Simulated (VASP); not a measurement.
Given:

```
NiN
1.0
    0.00000     2.16055     2.16055
    2.16055     0.00000     2.16055
    2.16055     2.16055     0.00000
Ni N
1 1
Direct
  0.00000   0.00000   0.00000
  0.25000   0.25000   0.25000
```

Method: PBE GGA, VASP's PBE PAW potentials (set 64) (plane waves; VASP). Settings: 520 eV cut-off, 13×13×13 Γ-centred mesh, first-order Methfessel-Paxton smearing of 0.10 eV, potentials Ni N.

Task: Estimate the energy per atom (σ→0), band gap (on the k-mesh) with the smallest direct gap where there is one.

Result: 
| Item | Result |
|---|---|
| band gap (on the k-mesh) | none (metal, semimetal or under 0.01 eV) |
| energy per atom (σ→0) | -6.462 eV/atom |

Total energies compare only between runs with the same potentials, cut-off and functional.

The structure was generated: NiN was put into the zinc blende type (F-43m), which need not be its known phase. It was relaxed first, which changed the volume by -12 %. The start is the result of an earlier pass. The run is not spin-polarised, so no magnetic state was tried. The electron count is odd and the run is not spin-polarised, which forces a metal.
